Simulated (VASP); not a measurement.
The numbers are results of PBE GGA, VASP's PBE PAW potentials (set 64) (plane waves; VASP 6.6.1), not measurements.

The input files of a VASP run:

**INCAR**
```
! general
SYSTEM   =  Tl
PREC     =  Accurate
ENCUT    =  400
LREAL    =  .FALSE.
LASPH    =  .TRUE.

! electronic loop
EDIFF    =  1E-6
NELM     =  100
ALGO     =  Normal
IMIX     =  4
AMIX     =  0.1
BMIX     =  1.0
LMAXMIX  =  4

! smearing
ISMEAR   =  1
SIGMA    =  0.1

! functional
GGA      =  PE

! ions
ISIF     =  2

! output
LWAVE    =  .FALSE.
LCHARG   =  .FALSE.
```

**POSCAR**
```
Tl
1
    1.7646000000    -3.0563770000     0.0000000000
    1.7646000000     3.0563770000     0.0000000000
    0.0000000000     0.0000000000     5.6304000000
Tl
2
Direct
  0.3333330000   0.6666670000   0.2500000000
  0.6666670000   0.3333330000   0.7500000000
```

File KPOINTS:
```
K-points
0
G
 11 11 6
0 0 0
```

POTCAR, in this order: Tl_d (PBE.64 set). Program: vasp_std.

Output of the run:

OSZICAR:
```
       N       E                     dE             d eps       ncg     rms          rms(c)
DAV:   1     0.107905881430E+03    0.10791E+03   -0.12639E+04  2216   0.117E+03
DAV:   2    -0.272142266341E+01   -0.11063E+03   -0.10930E+03  2322   0.258E+02
DAV:   3    -0.448630213715E+01   -0.17649E+01   -0.17212E+01  2568   0.291E+01
DAV:   4    -0.449667088461E+01   -0.10369E-01   -0.10368E-01  2459   0.233E+00
DAV:   5    -0.449679011024E+01   -0.11923E-03   -0.11923E-03  2561   0.253E-01    0.256E+00
DAV:   6    -0.448165615034E+01    0.15134E-01   -0.66664E-03  2367   0.679E-01    0.237E+00
DAV:   7    -0.445399667676E+01    0.27659E-01   -0.19336E-01  2206   0.366E+00    0.141E+00
DAV:   8    -0.445143909339E+01    0.25576E-02   -0.10032E-02  2221   0.829E-01    0.361E-01
DAV:   9    -0.445126399972E+01    0.17509E-03   -0.31536E-04  2436   0.141E-01    0.124E-02
DAV:  10    -0.445126483470E+01   -0.83498E-06   -0.34749E-06  2221   0.151E-02
   1 F= -.44512648E+01 E0= -.44508704E+01  d E =-.118322E-02
```

File OUTCAR:
```
------------------------ aborting loop because EDIFF is reached ----------------------------------------
  FORCE on cell =-STRESS in cart. coord.  units (eV):
  Direction    XX          YY          ZZ          XY          YZ          ZX
  --------------------------------------------------------------------------------------
  Total        0.3378953      0.3378953      0.3058199      0.0000000      0.0000000      0.0000000
  in kB        8.9139512      8.9139520      8.0677777      0.0000000      0.0000000      0.0000000
  external PRESSURE =       8.6318936 kB  Pullay stress =       0.0000000 kB
  volume of cell :       60.73
      direct lattice vectors                 reciprocal lattice vectors
     1.764600000 -3.056377000  0.000000000     0.283350334 -0.163592384  0.000000000
     1.764600000  3.056377000  0.000000000     0.283350334  0.163592384  0.000000000
     0.000000000  0.000000000  5.630400000     0.000000000  0.000000000  0.177607275
 POSITION                                       TOTAL-FORCE (eV/Angst)
 -----------------------------------------------------------------------------------
      1.76460      1.01879      1.40760        -0.000000      0.000000      0.000000
      1.76460     -1.01879      4.22280         0.000000     -0.000000      0.000000
 -----------------------------------------------------------------------------------
    total drift:                               -0.000000      0.000470      0.000008
  FREE ENERGIE OF THE ION-ELECTRON SYSTEM (eV)
  ---------------------------------------------------
  free  energy   TOTEN  =        -4.4512648347 eV

  energy  without entropy=       -4.4500816114  energy(sigma->0) =       -4.45087043
```
(Selected blocks of OUTCAR.)

The compound is Tl in the hcp structure. The cell was not relaxed at this level. The run is one of a series of settings (AMIX = 0.1, BMIX = 1.0, IMIX = 4 against the base run), some of them coarse on purpose.
